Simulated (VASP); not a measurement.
HoO:

```xyz
2
Lattice="3.0640 0.0000 0.0000 -1.5320 2.6535 0.0000 0.0000 0.0000 2.9903" Properties=species:S:1:pos:R:3 pbc="T T T"
Ho    0.0000    0.0000    0.0000
O     1.5320    0.8845    1.4952
```

The cell comes from a database or a generator and needn't be the stable form of this composition.

Base run:

- Program: VASP 6.6.1
- Functional: r2SCAN
- Potentials or basis: VASP PAW PBE potentials, release 64 (Ho, O)
- Cutoff: 520 eV
- k mesh: 7 × 7 × 6
- Occupations: gaussian, width 0.05 eV
- Spin: no spin polarisation
- Hubbard terms: Ho f U = 4 eV

Its results: band gap on the k mesh none (metal or under the smearing width); pressure 27.9 GPa.

Q: The run is repeated on the same cell with these changes: spin from no spin polarisation to collinear spin, zero start; further incar settings from ALGO = Normal; EDIFF = 1e-07 to ALGO = Normal; EDIFF = 1e-06; NBANDS = 24. What comes out?

A: Band gap on the k mesh none (metal or under the smearing width); pressure 28.5 GPa; net moment 3.74 μB per cell; site moments Ho +3.81; O -0.04 μB.

Caveats: the PAW data sets were made with another functional, which shifts forces and pressure a little; an odd number of electrons without spin polarisation forces a metal (some runs); a magnetic or distorted state may lie lower (some runs); U without spin polarisation on a metal has little footing (some runs); the magnetic or orbital state may not be the lowest (some runs); a pressure of tens of GPa on the cell as given is suspect, and the run, the potentials or the cell itself is likely at fault (some runs); spin-orbit coupling is left out, which moves the levels of the heavy elements (some runs).

Not every run made on this cell is shown here.
